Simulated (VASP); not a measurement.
Computed with PBE GGA, VASP's PBE PAW potentials (set 64) (plane waves; VASP 6.6.1).

A VASP calculation is set up with these files.

INCAR:
```
SYSTEM = PtSe2
PREC = Accurate
ENCUT = 480
EDIFF = 1E-7
NELM = 100
ALGO = Normal
LREAL = .FALSE.
LASPH = .TRUE.
ISMEAR = 0
SIGMA = 0.05
GGA = PE
LMAXMIX = 6
LWAVE = .FALSE.
LCHARG = .FALSE.
ISIF = 3
IBRION = 2
NSW = 40
EDIFFG = -0.01
PSTRESS = 10
```

POSCAR:
```
PtSe2
1
    1.8863880818    -3.2673204794    -0.0000000000
    1.8863880818     3.2673204794    -0.0000000000
   -0.0000000000    -0.0000000000     5.2672591365
Pt Se
1 2
Direct
  0.0000000000   0.0000000000   0.0000000000
  0.3333330000   0.6666670000   0.2452994520
  0.6666670000   0.3333330000   0.7547005480
```

KPOINTS:
```
Automatic mesh
0
Gamma
6 6 4
0 0 0
```

POTCAR, in this order: Pt Se (PBE.64 set). Program: vasp_std.

The run wrote:

### OSZICAR
```
       N       E                     dE             d eps       ncg     rms          rms(c)
DAV:   1     0.108462529124E+03    0.10846E+03   -0.97395E+03   752   0.120E+03
DAV:   2    -0.105161986199E+02   -0.11898E+03   -0.11597E+03   916   0.227E+02
DAV:   3    -0.150361497157E+02   -0.45200E+01   -0.44928E+01   923   0.476E+01
DAV:   4    -0.150706314460E+02   -0.34482E-01   -0.34476E-01   839   0.451E+00
DAV:   5    -0.150710775540E+02   -0.44611E-03   -0.44609E-03   923   0.482E-01    0.121E+01
DAV:   6    -0.145037213616E+02    0.56736E+00   -0.53090E+00   734   0.225E+01    0.747E+00
DAV:   7    -0.142903883652E+02    0.21333E+00   -0.10140E+00   734   0.106E+01    0.362E+00
DAV:   8    -0.142740851802E+02    0.16303E-01   -0.70688E-02   776   0.191E+00    0.870E-01
DAV:   9    -0.142703884138E+02    0.36968E-02   -0.11732E-02   811   0.115E+00    0.191E-01
DAV:  10    -0.142705899686E+02   -0.20155E-03   -0.16892E-03   832   0.291E-01    0.447E-02
DAV:  11    -0.142705950993E+02   -0.51306E-05   -0.36170E-05   965   0.529E-02    0.278E-02
DAV:  12    -0.142706005380E+02   -0.54387E-05   -0.14440E-05   804   0.274E-02    0.320E-03
DAV:  13    -0.142706011270E+02   -0.58904E-06   -0.11707E-06   923   0.732E-03    0.132E-03
DAV:  14    -0.142706012629E+02   -0.13583E-06   -0.12219E-07   651   0.259E-03    0.889E-04
DAV:  15    -0.142706013640E+02   -0.10116E-06   -0.25190E-08   549   0.121E-03    0.142E-04
DAV:  16    -0.142706013599E+02    0.41293E-08   -0.25856E-09   388   0.395E-04
   1 F= -.13865348E+02 E0= -.13864964E+02  d E =-.138653E+02
```

**OUTCAR**
```
------------------------ aborting loop because EDIFF is reached ----------------------------------------
  FORCE on cell =-STRESS in cart. coord.  units (eV):
  Direction    XX          YY          ZZ          XY          YZ          ZX
  --------------------------------------------------------------------------------------
  Total        0.4277481      0.4277482      0.4129796      0.0000000      0.0000000      0.0000000
  in kB       10.5550726     10.5550757     10.1906470      0.0000000      0.0000000      0.0000000
  external PRESSURE =       0.4335984 kB  Pullay stress =      10.0000000 kB
  volume of cell :       64.93
      direct lattice vectors                 reciprocal lattice vectors
     1.886388082 -3.267320479  0.000000000     0.265056806 -0.153030596  0.000000000
     1.886388082  3.267320479  0.000000000     0.265056806  0.153030596  0.000000000
     0.000000000  0.000000000  5.267259136     0.000000000  0.000000000  0.189852060
 POSITION                                       TOTAL-FORCE (eV/Angst)
 -----------------------------------------------------------------------------------
      0.00000      0.00000      0.00000         0.000000     -0.000000      0.000000
      1.88639      1.08911      1.29206        -0.000000     -0.000000      0.003662
      1.88639     -1.08911      3.97520        -0.000000      0.000000     -0.003662
 -----------------------------------------------------------------------------------
    total drift:                               -0.000000      0.000000      0.000000
  FREE ENERGIE OF THE ION-ELECTRON SYSTEM (eV)
  ---------------------------------------------------
  free  energy   TOTEN  =       -14.2706013599 eV

  energy  without entropy=      -14.2698332185  energy(sigma->0) =      -14.27021729
  enthalpy is  TOTEN    =       -13.8653477639 eV   P V=        0.4052535960

 reached required accuracy - stopping structural energy minimisation
```
(Selected blocks of OUTCAR.)

Without a dispersion term in the relaxation, distances and binding between the weakly bound layers, chains or molecules are unreliable, and so is what depends on them.

The compound is PtSe2 in the 1T layered structure. It was relaxed first under an external pressure of 1 GPa. The k-mesh is coarse (spacing up to 0.32 per Å, 2π included), so the numbers may not be converged in it.
